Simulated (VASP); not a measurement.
Method: PBE GGA, VASP's PBE PAW potentials (set 64) (plane waves; VASP).

VASP ran on this input.

### INCAR
```
! general
SYSTEM  = BAs
PREC    = Accurate
ENCUT   = 520   ! plane-wave cut-off (eV)
LREAL   = F   ! projection in real space or not
LASPH   = T   ! aspherical one-centre terms

! electronic loop
EDIFF   = 1E-6   ! SCF stop (eV)
NELM    = 100
ALGO    = Normal   ! blocked Davidson
LMAXMIX = 4   ! l cut-off of mixed one-centre charges

! smearing
ISMEAR  = 0
SIGMA   = 0.05   ! width (eV)

! functional
GGA     = PE   ! PBE

! ions
IBRION  = 2   ! conjugate gradients
NSW     = 60   ! most ionic steps
ISIF    = 3   ! ions, shape and volume
EDIFFG  = -0.01   ! ionic stop

! output
LWAVE   = F
LCHARG  = F
```

### KPOINTS
```
K-points
0
gamma
9 9 9
```

File POSCAR:
```
BAs
1
    0.0000000000     2.4082175096     2.4082175096
    2.4082175096     0.0000000000     2.4082175096
    2.4082175096     2.4082175096    -0.0000000000
B As
1 1
Direct
  0.0000000000   0.0000000000   0.0000000000
  0.2500000000   0.2500000000   0.2500000000
```

POTCAR, in this order: B As (PBE.64 set). Program: vasp_std.

**Question.** Estimate the energy per atom (σ→0).

**Answer.** 
The energy per atom (σ→0) is -5.707 eV/atom.

OSZICAR:
```
...
DAV:   6    -0.114723501929E+02    0.53341E+00   -0.17534E+00   576   0.677E+00    0.236E+00
DAV:   7    -0.114191402173E+02    0.53210E-01   -0.18769E-01   792   0.263E+00    0.937E-01
DAV:   8    -0.114125642263E+02    0.65760E-02   -0.21279E-02   608   0.102E+00    0.113E-01
DAV:   9    -0.114128819725E+02   -0.31775E-03   -0.61512E-04   696   0.198E-01    0.637E-02
DAV:  10    -0.114130680898E+02   -0.18612E-03   -0.29811E-04   688   0.127E-01    0.160E-02
DAV:  11    -0.114130741908E+02   -0.61010E-05   -0.12361E-05   824   0.274E-02    0.132E-02
DAV:  12    -0.114130738602E+02    0.33059E-06   -0.24706E-06   576   0.111E-02
   1 F= -.11413074E+02 E0= -.11413074E+02  d E =-.114131E+02
```

The compound is BAs in the zinc blende structure. It was relaxed first. The start is the result of an earlier pass.
